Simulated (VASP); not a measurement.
# OsRh with LAK: from relaxation to properties, part 2 of 5

Aim: relax OsRh, then compute properties on the relaxed cell. The cell is invented: it takes the structure of a Materials Project entry for PtRh (space group 166 there), with some of its atoms replaced by other elements, volume scaled by an estimate. It may not be a known or stable phase. Left out of this account: 1 further run (core levels: core levels are not valid at this level).

VASP 6.6.1, plane waves and PAW; the level of theory is named at each step.

Still holding for the runs below: This run has no spin polarisation. Its electron count is odd, so without a moment it is a metal by construction.

So far. Step 2 (Rough relaxation of the start cell): It ends with forces that vanish by symmetry and a pressure of 0.01 GPa.

### Step 3. Full relaxation (LAK)

Level of this step: LAK; plane waves and PAW (Os, Rh_pv); invented cell (VASP).

Properties are meant for the cell that this level of theory prefers, so cell and atoms are relaxed first (ISIF = 3) until forces and stress are small; EDIFFG sets the threshold.

Input file INCAR:

```
SYSTEM = OsRh
PREC = Accurate
ENCUT = 400
EDIFF = 1E-06
NELM = 100
ISMEAR = 1
SIGMA = 0.2
LREAL = .FALSE.
ALGO = Normal
METAGGA = LAK
LASPH = .TRUE.
NBANDS = 17
LORBIT = 11
LWAVE = .FALSE.
LCHARG = .FALSE.
IBRION = 2
NSW = 60
ISIF = 3
EDIFFG = -0.01
```

Input file POSCAR:

```
OsRh
1.0
    1.3543739580      0.7819482381      4.5022417251
   -1.3543739580      0.7819482381      4.5022417251
    0.0000000000     -1.5638964763      4.5022417251
Os Rh
1 1
Direct
    0.0000000000      0.0000000000      0.0000000000
    0.5000000000      0.5000000000      0.5000000000
```

Input file KPOINTS:

```
Automatic mesh
0
Gamma
11 11 11
0 0 0
```

PAW data sets: Os and Rh_pv (PBE family, release 64).

Run with:

```
mpirun -np 1 vasp_std
```

The program printed:

```text
[banner, memory and clock lines left out]
running    1 mpi-ranks, on    1 nodes
 distrk:  each k-point on    1 cores,    1 groups
 distr:  one band on    1 cores,    1 groups

 POSCAR found type information on POSCAR OsRh
 POSCAR found :  2 types and       2 ions
 [... a notice as in an earlier step ...]

 LDA part: xc-table for (None), standard interpolation
 POSCAR, INCAR and KPOINTS ok, starting setup
 FFT: planning ... GRIDC
 FFT: planning ... GRID_SOFT
 FFT: planning ... GRID
 WAVECAR not read
 entering main loop
       N       E                     dE             d eps       ncg     rms          rms(c)
DAV:   1     0.240184347219E+03    0.24018E+03   -0.12269E+04  5516   0.117E+03
DAV:   2     0.630342449196E+02   -0.17715E+03   -0.17258E+03  5322   0.388E+02
DAV:   3     0.591490487497E+02   -0.38852E+01   -0.38342E+01  5851   0.595E+01
DAV:   4     0.591179403576E+02   -0.31108E-01   -0.31078E-01  5907   0.541E+00
DAV:   5     0.591175154162E+02   -0.42494E-03   -0.42492E-03  5843   0.590E-01    0.236E+01
DAV:   6     0.710323612872E+02    0.11915E+02   -0.20534E+01  5828   0.422E+01    0.394E+00
DAV:   7     0.706945569647E+02   -0.33780E+00   -0.68626E+00  5580   0.179E+01    0.774E+00
DAV:   8     0.711641829113E+02    0.46963E+00   -0.24077E+00  5588   0.123E+01    0.230E+00
DAV:   9     0.711869408079E+02    0.22758E-01   -0.27068E-01  5370   0.460E+00    0.879E-01
DAV:  10     0.711909500409E+02    0.40092E-02   -0.35565E-02  5589   0.156E+00    0.307E-01
DAV:  11     0.711905067998E+02   -0.44324E-03   -0.63211E-03  6059   0.788E-01    0.769E-02
DAV:  12     0.711902579044E+02   -0.24890E-03   -0.64255E-04  5133   0.206E-01    0.420E-02
DAV:  13     0.711901638828E+02   -0.94022E-04   -0.24464E-04  5223   0.131E-01    0.168E-02
DAV:  14     0.711901642931E+02    0.41028E-06   -0.87544E-06  6242   0.243E-02
   1 F= 0.71190164E+02 E0= 0.71188784E+02  d E =0.711902E+02
 curvature:   0.00 expect dE= 0.000E+00 dE for cont linesearch  0.000E+00
 trial: gam= 0.00000 g(F)=  0.203E-57 g(S)=  0.144E-01 ort = 0.000E+00 (trialstep = 0.100E+01)
 search vector abs. value=  0.144E-01
 bond charge predicted
       N       E                     dE             d eps       ncg     rms          rms(c)
DAV:   1     0.711220319545E+02   -0.68132E-01   -0.33559E+00  5110   0.157E+01    0.170E+00
DAV:   2     0.711626333931E+02    0.40601E-01   -0.40264E-01  5446   0.472E+00    0.148E+00
DAV:   3     0.711857260644E+02    0.23093E-01   -0.25028E-01  5914   0.403E+00    0.743E-01
DAV:   4     0.711926519499E+02    0.69259E-02   -0.50585E-02  5640   0.154E+00    0.157E-01
DAV:   5     0.711916941348E+02   -0.95782E-03   -0.26209E-03  5152   0.438E-01    0.114E-01
DAV:   6     0.711915365944E+02   -0.15754E-03   -0.18180E-04  6109   0.128E-01    0.482E-02
DAV:   7     0.711914573583E+02   -0.79236E-04   -0.42473E-05  5489   0.605E-02    0.128E-02
DAV:   8     0.711914400986E+02   -0.17260E-04   -0.70493E-06  5575   0.233E-02    0.468E-03
DAV:   9     0.711914347977E+02   -0.53009E-05   -0.23358E-06  4803   0.128E-02    0.175E-03
DAV:  10     0.711914357194E+02    0.92169E-06   -0.13135E-07  2575   0.359E-03
   2 F= 0.71191436E+02 E0= 0.71189779E+02  d E =0.127143E-02
[...]
3 F= 0.71186882E+02 E0= 0.71185322E+02  d E =-.328241E-02
[...]
4 F= 0.71186883E+02 E0= 0.71185320E+02  d E =-.328137E-02
[...]
5 F= 0.71186908E+02 E0= 0.71185342E+02  d E =0.253094E-04
[...]
6 F= 0.71186874E+02 E0= 0.71185312E+02  d E =-.904012E-05
 curvature:  -0.10 expect dE=-0.215E-05 dE for cont linesearch -0.206E-05
 ZBRENT: interpolating
 opt :   0.2334  next Energy=    71.186871 (dE=-0.115E-04)
 bond charge predicted
       N       E                     dE             d eps       ncg     rms          rms(c)
DAV:   1     0.711868283279E+02   -0.46323E-04   -0.63518E-04  5147   0.289E-01    0.559E-02
DAV:   2     0.711867522540E+02   -0.76074E-04   -0.13056E-03  5926   0.292E-01    0.923E-02
DAV:   3     0.711868822813E+02    0.13003E-03   -0.63897E-04  5898   0.187E-01    0.890E-03
DAV:   4     0.711868740455E+02   -0.82357E-05   -0.17764E-05  5160   0.319E-02    0.402E-03
DAV:   5     0.711868736481E+02   -0.39742E-06   -0.78352E-07  2976   0.950E-03
   7 F= 0.71186874E+02 E0= 0.71185312E+02  d E =-.927642E-05
 curvature:  -0.12 expect dE=-0.250E-06 dE for cont linesearch -0.944E-07
 trial: gam= 0.00000 g(F)=  0.307E-58 g(S)=  0.212E-05 ort =-0.637E-05 (trialstep = 0.762E+00)
 search vector abs. value=  0.212E-05
 reached required accuracy - stopping structural energy minimisation
```

Elapsed: 9 min, on 1 MPI rank of Intel Xeon 6975P-C (Granite Rapids), shared host; peak memory 0.23 GiB.

From OUTCAR (step 3):

```text
  LATTYP: Found a trigonal (rhomboedric) cell.
 ALAT       =     4.7661255141
 COS(alpha) =     0.8384986010

The static configuration has the point symmetry D_3d.

 Found    146 irreducible k-points:

   k-points           NKPTS =    146   k-points in BZ     NKDIM =    146   number of bands    NBANDS=     17

   dimension x,y,z NGX =    32 NGY =   32 NGZ =   32
   dimension x,y,z NGXF=    64 NGYF=   64 NGZF=   64

   ENCUT  =  400.0 eV  29.40 Ry    5.42 a.u.   7.77  7.77  7.77*2*pi/ulx,y,z

   NELECT =      23.0000    total number of electrons

 E-fermi :  10.2490

 k-point     1 :       0.0000    0.0000    0.0000
  band No.  band energies     occupation
    ...
      8       7.0411      2.00000
      9       7.1996      2.00000
     10       7.1996      2.00000
     11       9.4921      2.00000
     12       9.4921      2.00000
     13      10.4101      0.01695
     14      11.8522     -0.00000
     15      11.8522     -0.00000
     16      19.2893      0.00000
     17      25.4584      0.00000

 k-point     2 :       0.0909   -0.0000    0.0000
  band No.  band energies     occupation
    ...
      9       7.2528      2.00000
     10       7.3702      2.00000
     11       9.0404      2.00000
     12       9.4810      2.00000
     13       9.5661      2.00002
     14      11.7152     -0.00000
     15      13.2590     -0.00000
     16      19.2341      0.00000
     17      26.1192      0.00000

  Total       -0.0001583     -0.0001583      0.0093789      0.0000000     -0.0000000      0.0000000
  in kB       -0.0088655     -0.0088655      0.5254290      0.0000000     -0.0000000      0.0000000
  external PRESSURE =       0.1692326 kB  Pullay stress =       0.0000000 kB

  energy-cutoff  :      400.00
  volume of cell :       28.60
      direct lattice vectors                 reciprocal lattice vectors
     1.359063187  0.784655566  4.469710302     0.367900481  0.212407423  0.074576049
    -1.359063187  0.784655566  4.469710302    -0.367900481  0.212407423  0.074576049
     0.000000000 -1.569311133  4.469710302     0.000000000 -0.424814846  0.074576049

 POSITION                                       TOTAL-FORCE (eV/Angst)
 -----------------------------------------------------------------------------------
     -0.00000     -0.00000      0.00000         0.000000      0.000000      0.000000
      0.00000     -0.00000      6.70457        -0.000000     -0.000000     -0.000000
 -----------------------------------------------------------------------------------
    total drift:                               -0.000000      0.000000      0.000000

  FREE ENERGIE OF THE ION-ELECTRON SYSTEM (eV)
  ---------------------------------------------------
  free  energy   TOTEN  =        71.1868736481 eV

  energy  without entropy=       71.1821885884  energy(sigma->0) =       71.18531196

 total charge
# of ion       s       p       d       tot
------------------------------------------
    1        0.671   0.691   5.913   7.275
    2        0.388   6.314   7.091  13.794
--------------------------------------------------
tot          1.059   7.005  13.005  21.069

[... 2 parts as in an earlier step ...]

[... 7 further parts left out ...]
```

Relaxation path:

```csv
step,energy less that of the first step (eV),largest force (eV/Å),pressure (GPa),volume (Å³)
1,0.0000,0.0000,0.02,28.61
2,0.0013,0.0000,-0.20,28.61
3,-0.0033,0.0000,-0.13,28.61
4,-0.0033,0.0000,-0.15,28.61
5,-0.0033,0.0000,0.48,28.56
6,-0.0033,0.0000,0.09,28.59
7,-0.0033,0.0000,0.02,28.60
```

```csv
"conventional cell, symmetrised",before,after,change
a (Å),2.709,2.718,+0.3 %
b (Å),2.709,2.718,+0.3 %
c (Å),13.507,13.409,-0.7 %
volume (Å³/atom),14.30,14.30,-0.0 %
```

Final coordinates:

```xyz
2
Lattice="1.3591 0.7847 4.4697 -1.3591 0.7847 4.4697 0.0000 -1.5693 4.4697" Properties=species:S:1:pos:R:3 pbc="T T T"
Os    0.0000    0.0000    0.0000
Rh    0.0000    0.0000    6.7046
```

This step gave:

- irreducible k-points: 146
- free energy (TOTEN): 71.1869 eV
- energy at zero smearing: 71.1853 eV
- Fermi energy: 10.25 eV
- pressure: 0.01692 GPa
- SCF cycles over all ionic steps: 56

It ends with forces that vanish by symmetry and a pressure of 0.02 GPa.

### Step 4. Single point with fields (LAK)

The relaxed cell gets a fresh self-consistent run, on a basis set for its own volume, to fix the density and to check the remaining stress.

INCAR, as its differences from that of step 3:

```diff
@@ -14,6 +14,5 @@
 LWAVE = .FALSE.
-LCHARG = .FALSE.
-IBRION = 2
-NSW = 60
-ISIF = 3
-EDIFFG = -0.01
+LCHARG = .TRUE.
+ISIF = 2
+LELF = .TRUE.
+LVHAR = .TRUE.
```

Input file POSCAR:

```
OsRh
1.0
    1.3590631871      0.7846555665      4.4697103022
   -1.3590631871      0.7846555665      4.4697103022
    0.0000000000     -1.5693111331      4.4697103022
Os Rh
1 1
Direct
    0.0000000000      0.0000000000      0.0000000000
    0.5000000000      0.5000000000      0.5000000000
```

KPOINTS is that of step 3.

Run with:

```
mpirun -np 1 vasp_std
```

The program printed:

```text
[... set-up lines as in an earlier step ...]
 entering main loop
       N       E                     dE             d eps       ncg     rms          rms(c)
DAV:   1     0.238787991084E+03    0.23879E+03   -0.12310E+04  5516   0.117E+03
DAV:   2     0.630411512172E+02   -0.17575E+03   -0.17142E+03  5340   0.387E+02
DAV:   3     0.591465719198E+02   -0.38946E+01   -0.38531E+01  5915   0.596E+01
DAV:   4     0.591164530283E+02   -0.30119E-01   -0.30100E-01  5843   0.533E+00
DAV:   5     0.591160328291E+02   -0.42020E-03   -0.42018E-03  5841   0.599E-01    0.237E+01
DAV:   6     0.710552065123E+02    0.11939E+02   -0.20256E+01  5843   0.422E+01    0.378E+00
DAV:   7     0.707753643420E+02   -0.27984E+00   -0.56970E+00  5518   0.165E+01    0.724E+00
DAV:   8     0.711639741053E+02    0.38861E+00   -0.20540E+00  5610   0.116E+01    0.223E+00
DAV:   9     0.711849319330E+02    0.20958E-01   -0.21928E-01  5269   0.421E+00    0.759E-01
DAV:  10     0.711877527174E+02    0.28208E-02   -0.23533E-02  5680   0.134E+00    0.289E-01
DAV:  11     0.711871977572E+02   -0.55496E-03   -0.47281E-03  5881   0.709E-01    0.649E-02
DAV:  12     0.711869760937E+02   -0.22166E-03   -0.38227E-04  5278   0.162E-01    0.398E-02
DAV:  13     0.711868878075E+02   -0.88286E-04   -0.22895E-04  5097   0.126E-01    0.113E-02
DAV:  14     0.711868869688E+02   -0.83874E-06   -0.48573E-06  6130   0.205E-02
   1 F= 0.71186887E+02 E0= 0.71185324E+02  d E =0.468851E-02
```

Elapsed: 2 min, on 1 MPI rank; peak memory 0.22 GiB.

Parts of OUTCAR (step 4):

```text
  LATTYP: Found a trigonal (rhomboedric) cell.
 ALAT       =     4.7371982532
 COS(alpha) =     0.8353862050

The static configuration has the point symmetry D_3d.

 Found    146 irreducible k-points:

   ENCUT  =  400.0 eV  29.40 Ry    5.42 a.u.   7.73  7.73  7.73*2*pi/ulx,y,z

   NELECT =      23.0000    total number of electrons

 E-fermi :  10.2492

 k-point     1 :       0.0000    0.0000    0.0000
  band No.  band energies     occupation
    ...
      8       7.0412      2.00000
      9       7.1995      2.00000
     10       7.1995      2.00000
     11       9.4925      2.00000
     12       9.4925      2.00000
     13      10.4102      0.01736
     14      11.8524     -0.00000
     15      11.8524     -0.00000
     16      19.2894      0.00000
     17      25.4581      0.00000

 k-point     2 :       0.0909    0.0000   -0.0000
  band No.  band energies     occupation
    ...
      9       7.2531      2.00000
     10       7.3701      2.00000
     11       9.0406      2.00000
     12       9.4813      2.00000
     13       9.5666      2.00002
     14      11.7155     -0.00000
     15      13.2592     -0.00000
     16      19.2342      0.00000
     17      26.1189      0.00000

  Total       -0.0083574     -0.0083574     -0.0126686     -0.0000000      0.0000000      0.0000000
  in kB       -0.4682028     -0.4682029     -0.7097226     -0.0000000      0.0000000      0.0000000
  external PRESSURE =      -0.5487094 kB  Pullay stress =       0.0000000 kB

  energy-cutoff  :      400.00
  volume of cell :       28.60
      direct lattice vectors                 reciprocal lattice vectors
     1.359063187  0.784655567  4.469710302     0.367900481  0.212407423  0.074576049
    -1.359063187  0.784655567  4.469710302    -0.367900481  0.212407423  0.074576049
     0.000000000 -1.569311133  4.469710302     0.000000000 -0.424814846  0.074576049

 POSITION                                       TOTAL-FORCE (eV/Angst)
 -----------------------------------------------------------------------------------
      0.00000      0.00000      0.00000         0.000000     -0.000000      0.000000
      0.00000     -0.00000      6.70457         0.000000      0.000000     -0.000000
 -----------------------------------------------------------------------------------
    total drift:                               -0.000000      0.000000      0.000000

  FREE ENERGIE OF THE ION-ELECTRON SYSTEM (eV)
  ---------------------------------------------------
  free  energy   TOTEN  =        71.1868869688 eV

  energy  without entropy=       71.1821984617  energy(sigma->0) =       71.18532413

[... 5 parts as in an earlier step ...]

[... 6 further parts left out ...]
```

This step gave:

```
SCF cycles : 14
pressure   : -0.05487 GPa
```

Valence electrons inside each PAW sphere by angular momentum. Sphere charges, by row:

```csv
atom,s (e),p (e),d (e),tot (e)
Os1,0.671,0.691,5.913,7.275
Rh2,0.388,6.314,7.091,13.79
```

Electrostatic potential energy in the ac plane of the conventional cell at fractional y = 0.000, with atoms of Os and Rh within 0.2 Å of it. With pseudopotentials it is smooth inside the atoms' cores, unlike the true potential.

Ten even steps from '_' (-51 eV) to '@' (2 eV), each cell a mean:
```
::::--==++**%%%%@@%%%%**++==--::
****####%%%%@@@@@@@@@@%%%%####**
@@@@@@@@@@@@%%%%%%%%%%@@@@@@@@@@
@@@@@@@@%%**++==--==++**%%@@@@@@
@@@@@@@@%%##**++==++**##%%@@@@@@
@@@@@@@@@@@@@@%%%%%%@@@@@@@@@@@@
@@@@@@@@@@%%%%%%##%%%%%%@@@@@@@@
@@@@@@%%####**++++++**####%%@@@@
@@@@@@%%%%##**********##%%%%@@@@
@@@@@@@@@@@@@@%%%%%%@@@@@@@@@@@@
----==++##%%@@@@@@@@@@%%##++==--
________::++##@@@@@@##++::______
______..--**%%@@@@@@%%**--..____
++++**##%%@@@@@@@@@@@@@@%%##**++
@@@@@@@@@@%%%%%%%%%%%%%%@@@@@@@@
@@@@@@%%####****++****####%%@@@@
@@@@@@%%%%##**********##%%%%@@@@
@@@@@@@@@@@@%%%%%%%%%%@@@@@@@@@@
@@@@@@@@@@@@%%%%%%%%%%@@@@@@@@@@
@@@@@@@@%%**++==--==++**%%@@@@@@
@@@@@@@@%%##**++==++**##%%@@@@@@
@@@@@@@@@@@@@@@@@@@@@@@@@@@@@@@@
++++++**##%%@@@@@@@@@@%%##**++++
....::--==**##%%@@%%##**==--::..
```
Columns run along a (2.7 Å; values clipped at the 3rd and 97th percentile), rows up along c (13.4 Å), edges of the conventional cell, whose origin can differ from the input's. Atoms in or near the plane, at fractional coordinates: Os at (0.00, 0.00), Rh at (0.00, 0.50).

Valence density in the ac plane of the conventional cell at fractional y = 0.000, with atoms of Os and Rh within 0.2 Å of it. It is the smooth field of the valence electrons, not physical close to the nuclei.

Ten steps, logarithmic in the rise over the least value, from '0' (0.2 e/Å³) to '9' (8.7 e/Å³), each cell a mean:
```
6655443222344556
4443322111223344
2222223333322222
1122345666543221
0112344555443211
0001122333221100
1111223333322111
2223344444443322
2222334444433222
2222222222222222
7765432111234567
9998753222357899
9998653222356899
5554322111223455
2222223333322222
2223344444443322
2222334444433222
0001122232221100
0001223333322100
1112345666543211
1122344555443221
2222222222222222
5444332222233444
6655543323345556
```
Columns run along a (2.7 Å), rows up along c (13.4 Å), edges of the conventional cell, whose origin can differ from the input's. Atoms in or near the plane, at fractional coordinates: Os at (0.00, 0.00), Rh at (0.00, 0.50).

ELF in the ac plane of the conventional cell at fractional y = 0.000, with atoms of Os and Rh within 0.2 Å of it. It is the smooth field of the valence electrons, not physical close to the nuclei.

Values, 24 rows by 16 columns, each cell a mean:
```
0.04 0.04 0.06 0.11 0.21 0.29 0.34 0.39 0.42 0.39 0.34 0.29 0.21 0.11 0.06 0.04
0.26 0.27 0.28 0.31 0.32 0.31 0.31 0.32 0.32 0.32 0.31 0.31 0.32 0.31 0.28 0.27
0.34 0.34 0.32 0.30 0.27 0.26 0.26 0.26 0.27 0.26 0.26 0.26 0.27 0.30 0.32 0.34
0.29 0.27 0.24 0.22 0.24 0.28 0.33 0.37 0.38 0.37 0.33 0.28 0.24 0.22 0.24 0.27
0.21 0.21 0.20 0.20 0.23 0.27 0.30 0.31 0.31 0.31 0.30 0.27 0.23 0.20 0.20 0.21
0.17 0.18 0.19 0.22 0.24 0.26 0.29 0.29 0.31 0.29 0.29 0.26 0.24 0.22 0.19 0.18
0.28 0.29 0.29 0.29 0.30 0.31 0.31 0.31 0.31 0.31 0.31 0.31 0.30 0.29 0.29 0.29
0.41 0.40 0.37 0.35 0.35 0.33 0.28 0.24 0.22 0.24 0.28 0.33 0.35 0.35 0.37 0.40
0.42 0.41 0.38 0.35 0.33 0.32 0.30 0.28 0.27 0.28 0.30 0.32 0.33 0.35 0.38 0.41
0.29 0.30 0.30 0.32 0.32 0.31 0.31 0.29 0.29 0.29 0.31 0.31 0.32 0.32 0.30 0.30
0.30 0.31 0.33 0.33 0.31 0.26 0.25 0.26 0.27 0.26 0.25 0.26 0.31 0.33 0.33 0.31
0.09 0.11 0.22 0.38 0.40 0.33 0.25 0.23 0.25 0.23 0.25 0.33 0.40 0.38 0.22 0.11
0.18 0.20 0.31 0.39 0.38 0.31 0.24 0.23 0.25 0.23 0.24 0.31 0.38 0.39 0.31 0.20
0.27 0.28 0.29 0.30 0.29 0.27 0.27 0.28 0.28 0.28 0.27 0.27 0.29 0.30 0.29 0.28
0.34 0.35 0.34 0.34 0.32 0.31 0.30 0.29 0.29 0.29 0.30 0.31 0.32 0.34 0.34 0.35
0.43 0.41 0.38 0.35 0.34 0.32 0.29 0.26 0.25 0.26 0.29 0.32 0.34 0.35 0.38 0.41
0.38 0.37 0.35 0.34 0.34 0.32 0.29 0.25 0.24 0.25 0.29 0.32 0.34 0.34 0.35 0.37
0.24 0.24 0.25 0.27 0.29 0.30 0.33 0.33 0.34 0.33 0.33 0.30 0.29 0.27 0.25 0.24
0.17 0.18 0.19 0.20 0.22 0.25 0.27 0.28 0.29 0.28 0.27 0.25 0.22 0.20 0.19 0.18
0.23 0.23 0.21 0.21 0.24 0.29 0.32 0.34 0.34 0.34 0.32 0.29 0.24 0.21 0.21 0.23
0.31 0.30 0.26 0.23 0.23 0.26 0.31 0.35 0.36 0.35 0.31 0.26 0.23 0.23 0.26 0.30
0.34 0.34 0.34 0.33 0.30 0.28 0.27 0.25 0.25 0.25 0.27 0.28 0.30 0.33 0.34 0.34
0.18 0.20 0.22 0.26 0.29 0.31 0.32 0.35 0.36 0.35 0.32 0.31 0.29 0.26 0.22 0.20
0.04 0.01 0.02 0.07 0.17 0.29 0.35 0.40 0.44 0.40 0.35 0.29 0.17 0.07 0.02 0.01
```
Columns run along a (2.7 Å), rows up along c (13.4 Å), edges of the conventional cell, whose origin can differ from the input's. Atoms in or near the plane, at fractional coordinates: Os at (0.00, 0.00), Rh at (0.00, 0.50).

In this run the pressure is -0.05 GPa, small enough to go on.

(Continued in part 3 of 5.)

[Lines on the potential files, build, host, timing and source positions are cut from VASP's logs without a mark.]

[Logs are printed without paths, hosts, clocks, repeated set-up lines and the standing remarks that a program may print on its own settings, such as how far it seeks lower states.]

[Hosts, paths, dates, database ids (printed as entryN), source tags and the programs' standing remarks are cut or masked in the printed files.]

[A measured line is paired with the nearest computed mode of its activity, which favours agreement.]
